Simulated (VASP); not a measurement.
Input:

```
GaSe
1.0
    1.87493     1.08249     8.09441
   -1.87493     1.08249     8.09441
    0.00000    -2.16498     8.09441
Ga Se
2 2
Direct
  0.94983   0.94983   0.94983
  0.04982   0.04982   0.04982
  0.23497   0.23497   0.23497
  0.43138   0.43138   0.43138
```

Level of theory: PBEsol GGA, VASP's PBE PAW potentials (set 64) (plane waves; VASP 6.6.1). Run with 400 eV cut-off, Gaussian smearing of 0.050 eV, potentials Ga_d Se.

Without a dispersion term in the relaxation, distances and binding between the weakly bound layers, chains or molecules are unreliable, and so is what depends on them.

Problem. What does the run give for the band gap (along the path) with the smallest direct gap where there is one?

Solution. 
* **band gap (along the path)**: 0.95 eV
* **smallest direct gap (along the path)**: 0.95 eV

The absolute energy has meaning only against runs of the same code, potentials and settings.

The structure comes from a computed database's GaSe entry (R3m); how it stands against other phases isn't given here. It was relaxed first, which changed the volume by -8 %.
